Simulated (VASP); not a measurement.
Input:

```
CELL_PARAMETERS angstrom
      2.16102    -6.09413     0.00000
      2.16102     6.09413     0.00000
      0.00000     0.00000     4.42903
ATOMIC_POSITIONS crystal
  In 0.39035 0.60965 0.75000
  In 0.60965 0.39035 0.25000
  Cl 0.84114 0.15886 0.25000
  Cl 0.15886 0.84114 0.75000
```

Computed with r2SCAN meta-GGA, VASP's PBE PAW potentials (set 64) (plane waves; VASP 6.6.1). Settings: 400 eV cut-off, 6×6×6 Γ-centred mesh, tetrahedra with Blöchl corrections, potentials In_d Cl.

The cores are frozen, which limits the accuracy of field gradients.

Q: Give the principal components of the electric field gradient (V/Å²) and the asymmetry η at each nucleus.

A: 
| atom | Vxx | Vyy | Vzz | η |
|---|---|---|---|---|
| In1 | 47.9 | 16.6 | -64.5 | 0.48 |
| In2 | 47.9 | 16.6 | -64.5 | 0.48 |
| Cl3 | -6.5 | -1.7 | 8.1 | 0.59 |
| Cl4 | -6.5 | -1.7 | 8.1 | 0.59 |

The structure comes from a computed database's InCl entry (Cmcm); how it stands against other phases isn't given here. It was relaxed first.
